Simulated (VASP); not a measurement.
VASP input:

**INCAR**
```
# general
SYSTEM =AlP
PREC   =Accurate
ENCUT  =500
LREAL  =F   # projection in real space or not
LASPH  =T   # aspherical one-centre terms

# electronic loop
EDIFF  =1E-6   # SCF stop (eV)
NELM   =100   # most electronic steps
ALGO   =Normal   # blocked Davidson

# smearing
ISMEAR =0   # Gaussian
SIGMA  =0.05   # width (eV)

# functional
GGA    =PE   # PBE

# ions
IBRION =2   # conjugate gradients
NSW    =40
ISIF   =3
EDIFFG =-0.02
PSTRESS=200

# output
LWAVE  =F
LCHARG =F
```

KPOINTS:
```
Automatic mesh
0
Gamma
9 9 9
0 0 0
```

**POSCAR**
```
AlP
1.0
  0.0000000000   2.6009127049   2.6009127049
  2.6009127049   0.0000000000   2.6009127049
  2.6009127049   2.6009127049   0.0000000000
Al P
1 1
Cart
  2.6009127049   5.2018254098   2.6009127049
  1.3004563524   1.3004563524   1.3004563524
```

POTCAR, in this order: Al P (PBE.64 set). Program: vasp_std.

Problem. Write an equivalent input for Quantum ESPRESSO's pw.x.

Solution. One equivalent input (not run):
```
&CONTROL
  calculation = 'vc-relax'
  pseudo_dir = './pseudo'
  outdir = './out'
  tprnfor = .true.
  tstress = .true.
  nstep = 40
  forc_conv_thr = 0.00078
/
&SYSTEM
  ibrav = 0
  nat = 2
  ntyp = 2
  ecutwfc = 44
  occupations = 'smearing'
  smearing = 'gaussian'
  degauss = 0.003675
  input_dft = 'pbe'
/
&ELECTRONS
  conv_thr = 7.3e-08
  electron_maxstep = 100
/
&IONS
/
&CELL
  press = 200
/
ATOMIC_SPECIES
  Al 26.982 Al.upf
  P 30.974 P.upf
CELL_PARAMETERS angstrom
    -0.0000000    2.6009127    2.6009127
     2.6009127    0.0000000    2.6009127
     2.6009127    2.6009127    0.0000000
ATOMIC_POSITIONS crystal
  Al   1.0000000  0.0000000  1.0000000
  P    0.2500000  0.2500000  0.2500000
K_POINTS automatic
  9 9 9 0 0 0
```
Limits of the translation: the potentials are each code's own (VASP's PAW set, PseudoDojo norm-conserving files in pw.x), so ENCUT and ecutwfc are chosen apart and not converted; conv_thr bounds pw.x's estimated SCF error, while EDIFF bounds the energy change between steps; forc_conv_thr acts on force components and is met together with etot_conv_thr.

The compound is AlP in the zinc blende structure. It was relaxed first under an external pressure of 20 GPa.
